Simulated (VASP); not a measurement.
Consider the following.

```
CELL_PARAMETERS angstrom
      2.13115    -3.69127     0.00000
      2.13115     3.69127     0.00000
      0.00000     0.00000     8.74247
ATOMIC_POSITIONS crystal
  Mg 0.00000 0.00000 0.00000
  I  0.33333 0.66667 0.19173
  I  0.66667 0.33333 0.80827
```

The numbers are results of revPBE GGA, VASP's PBE PAW potentials (set 64) (plane waves; VASP), not measurements. Settings: 520 eV cut-off, 6×6×3 Γ-centred mesh, Gaussian smearing of 0.050 eV, potentials Mg I.

Without a dispersion term in the relaxation, distances and binding between the weakly bound layers, chains or molecules are unreliable, and so is what depends on them.

Task: Predict the energy per atom (σ→0).

Result: 
energy per atom (σ→0): -2.386 eV/atom

The absolute energy has meaning only against runs of the same code, potentials and settings.

The compound is MgI2 in the 1T layered structure. It was relaxed first, which changed the volume by +34 %.
